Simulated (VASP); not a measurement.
A VASP calculation is set up with these files.

**POSCAR**
```
CsI
4.7748420
  1.0000000000   0.0000000000   0.0000000000
  0.0000000000   1.0000000000   0.0000000000
  0.0000000000   0.0000000000   1.0000000000
Cs I
1 1
Cartesian
  0.0000000000   0.0000000000   0.0000000000
  0.5000000000   0.5000000000   0.5000000000
```

**KPOINTS**
```
Automatic mesh
0
Gamma
4 4 4
0 0 0
```

**INCAR**
```
! general
SYSTEM   = CsI
PREC     = Accurate
ENCUT    = 300
LREAL    = .FALSE.
LASPH    = .TRUE.
ISYM     = 3

! electronic loop
EDIFF    = 1E-6
NELM     = 100
ALGO     = Normal
LMAXMIX  = 4

! smearing
ISMEAR   = 0
SIGMA    = 0.01

! functional
GGA      = PE
LHFCALC  = .TRUE.
AEXX     = 0.25
HFRCUT   = -1
PRECFOCK = Fast

! ions
ISIF     = 2

! output
LWAVE    = .FALSE.
LCHARG   = .FALSE.
```

POTCAR, in this order: Cs_sv I (PBE.64 set). Program: vasp_std.

**Question.** Translate this PBE0 calculation to Ansatz.

**Answer.** One equivalent input (not run):
Ansatz 0.2 input:
```yaml
crystal:
  lattice:
    - [4.7748420, 0.0000000, 0.0000000]
    - [0.0000000, 4.7748420, 0.0000000]
    - [0.0000000, 0.0000000, 4.7748420]
  atoms:
    - { symbol: Cs, position: [0.0000000, 0.0000000, 0.0000000] }
    - { symbol: I, position: [0.5000000, 0.5000000, 0.5000000] }
kpoints:
  mp_grid: { grid: [4, 4, 4] }
hamiltonian:
  xc: pbe0
  pseudopotentials: { kind: paw }
scf:
  occupations: { method: gaussian, width: 0.01 }
  max_iter: 100
output: { forces: true, stress: true, eigenvalues: true }
```
The two are equivalent in intent, not identical: each code has its own PAW files, so the cut-off isn't converted (ENCUT is set for VASP's; basis.ecutwfc is left out, and Ansatz then takes the one that its files recommend); Ansatz stops its SCF on the density residual and VASP on the energy change (EDIFF).

The structure comes from a computed database's CsI entry; how it stands against other phases isn't given here. The cell was not relaxed at this level.
